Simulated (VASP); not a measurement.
Output of a VASP run:

**OSZICAR**
```
       N       E                     dE             d eps       ncg     rms          rms(c)
DAV:   1     0.363664297798E+03    0.36366E+03   -0.21194E+04  1456   0.263E+03
DAV:   2    -0.217888692665E+02   -0.38545E+03   -0.38021E+03  1600   0.606E+02
DAV:   3    -0.756802180276E+02   -0.53891E+02   -0.53639E+02  1672   0.197E+02
DAV:   4    -0.779091618207E+02   -0.22289E+01   -0.22266E+01  1656   0.443E+01
DAV:   5    -0.779739031193E+02   -0.64741E-01   -0.64730E-01  1872   0.759E+00    0.110E+01
DAV:   6    -0.673956291088E+02    0.10578E+02   -0.15600E+01  2216   0.555E+01    0.412E+00
DAV:   7    -0.651881535443E+02    0.22075E+01   -0.23299E+00  1616   0.111E+01    0.251E+00
DAV:   8    -0.684410312571E+02   -0.32529E+01   -0.13654E+00  1624   0.117E+01    0.963E-01
DAV:   9    -0.656586477324E+02    0.27824E+01   -0.64128E-01  1520   0.632E+00    0.405E-01
DAV:  10    -0.658202111268E+02   -0.16156E+00   -0.15930E-01  1600   0.324E+00    0.313E-01
DAV:  11    -0.658097628149E+02    0.10448E-01   -0.20169E-02  1680   0.123E+00    0.201E-01
DAV:  12    -0.658271109717E+02   -0.17348E-01   -0.96952E-03  1976   0.974E-01    0.580E-02
DAV:  13    -0.658289024676E+02   -0.17915E-02   -0.26889E-03  1872   0.599E-01    0.387E-02
DAV:  14    -0.658288703984E+02    0.32069E-04   -0.70471E-04  2168   0.265E-01    0.202E-02
DAV:  15    -0.658292569631E+02   -0.38656E-03   -0.25457E-04  1560   0.156E-01    0.204E-02
DAV:  16    -0.658293485386E+02   -0.91576E-04   -0.10570E-04  1824   0.955E-02    0.312E-03
DAV:  17    -0.658293865560E+02   -0.38017E-04   -0.23743E-05  1568   0.439E-02    0.198E-03
DAV:  18    -0.658293876578E+02   -0.11018E-05   -0.12908E-06  1840   0.120E-02    0.828E-04
DAV:  19    -0.658293888967E+02   -0.12389E-05   -0.11976E-06  1264   0.110E-02    0.109E-03
DAV:  20    -0.658293889445E+02   -0.47852E-07   -0.11824E-07  1096   0.432E-03
   1 F= -.65829389E+02 E0= -.65829389E+02  d E =0.000000E+00
       N       E                     dE             ncg
       N       E                     dE             ncg
```

### OUTCAR
```
------------------------ aborting loop because EDIFF is reached ----------------------------------------
  FORCE on cell =-STRESS in cart. coord.  units (eV):
  Direction    XX          YY          ZZ          XY          YZ          ZX
  --------------------------------------------------------------------------------------
  Total        0.0311037      0.0311037      0.0209167      0.0000000      0.0000000      0.0000000
  in kB        0.7264895      0.7264895      0.4885508      0.0000000      0.0000000      0.0000000
  external PRESSURE =       0.6471766 kB  Pullay stress =       0.0000000 kB
  volume of cell :       68.60
      direct lattice vectors                 reciprocal lattice vectors
     3.799609392  0.000000000  0.000000000     0.263184948  0.000000000  0.000000000
     0.000000000  3.799609392  0.000000000     0.000000000  0.263184948  0.000000000
     0.000000000  0.000000000  4.751330253     0.000000000  0.000000000  0.210467374
 POSITION                                       TOTAL-FORCE (eV/Angst)
 -----------------------------------------------------------------------------------
      1.89980      0.00000      3.60018         0.000000     -0.000000      0.007813
      0.00000      1.89980      1.15115        -0.000000      0.000000     -0.007813
      1.89980      1.89980      0.00000         0.000000      0.000000      0.000000
      0.00000      0.00000      0.00000         0.000000     -0.000000      0.000000
 -----------------------------------------------------------------------------------
    total drift:                                0.000000      0.000000      0.000000
  FREE ENERGIE OF THE ION-ELECTRON SYSTEM (eV)
  ---------------------------------------------------
  free  energy   TOTEN  =       -65.8293889445 eV

  energy  without entropy=      -65.8293889445  energy(sigma->0) =      -65.82938894

 total charge

# of ion       s       p       d       tot
------------------------------------------
    1        1.214   0.822  10.080  12.117
    2        1.214   0.822  10.080  12.117
    3        1.578   3.469   0.000   5.047
    4        1.578   3.469   0.000   5.047
--------------------------------------------------
tot          5.584   8.583  20.160  34.327

 Electric field gradients after diagonalization (V/A^2)
 (convention: |V_zz| > |V_xx| > |V_yy|)
----------------------------------------------------------------------
 ion       V_xx      V_yy      V_zz     asymmetry (V_yy - V_xx)/ V_zz
----------------------------------------------------------------------
   1      92.870    92.870  -185.740       0.000
   2      92.870    92.870  -185.740       0.000
   3      -1.022    -1.022     2.045       0.000
   4      -1.022    -1.022     2.045       0.000
```
(Selected blocks of OUTCAR.)

### POSCAR
```
SnO
1
    3.7996093919     0.0000000000     0.0000000000
    0.0000000000     3.7996093919     0.0000000000
    0.0000000000     0.0000000000     4.7513302532
Sn O
2 2
Direct
  0.5000000000   0.0000000000   0.7577201287
  0.0000000000   0.5000000000   0.2422798713
  0.5000000000   0.5000000000   0.0000000000
  0.0000000000   0.0000000000   0.0000000000
```

**Question.** Write an INCAR and KPOINTS that could have produced this output.

**Answer.** One answer among several that fit: the input of the run itself, r2SCAN+rVV10, plane waves, VASP's PBE PAW potentials (set 64).

INCAR:
```
# general
SYSTEM   = SnO
PREC     = Accurate
ENCUT    = 520
LREAL    = .FALSE.
LASPH    = .TRUE.

# electronic loop
EDIFF    = 1E-7
NELM     = 100
ALGO     = Normal
LMAXMIX  = 4
LMIXTAU  = .TRUE.

# smearing
ISMEAR   = -5

# functional
METAGGA  = R2SCAN
LUSE_VDW = .TRUE.
BPARAM   = 11.95
CPARAM   = 0.0093

# ions
ISIF     = 2

# output
LWAVE    = .FALSE.
LCHARG   = .FALSE.
LORBIT   = 11
NEDOS    = 601

# other
LEFG     = .TRUE.
```

KPOINTS_OPT:
```
k-points along high-symmetry lines
6
Line-mode
Reciprocal
  0.000000   0.000000   0.000000 ! GAMMA
  0.000000   0.500000   0.000000 ! X

  0.000000   0.500000   0.000000 ! X
  0.500000   0.500000   0.000000 ! M

  0.500000   0.500000   0.000000 ! M
  0.000000   0.000000   0.000000 ! GAMMA

  0.000000   0.000000   0.000000 ! GAMMA
  0.000000   0.000000   0.500000 ! Z

  0.000000   0.000000   0.500000 ! Z
  0.000000   0.500000   0.500000 ! R

  0.000000   0.500000   0.500000 ! R
  0.500000   0.500000   0.500000 ! A

  0.500000   0.500000   0.500000 ! A
  0.000000   0.000000   0.500000 ! Z

  0.000000   0.500000   0.000000 ! X
  0.000000   0.500000   0.500000 ! R

  0.500000   0.500000   0.000000 ! M
  0.500000   0.500000   0.500000 ! A
```

File KPOINTS:
```
Automatic
0
Gamma
7 7 5
```

POTCAR, in this order: Sn_d O (PBE.64 set). Program: vasp_std.

For a metal the tetrahedron method with Blöchl corrections gives inexact stress and forces.

The compound is SnO in the litharge structure. It was relaxed first.
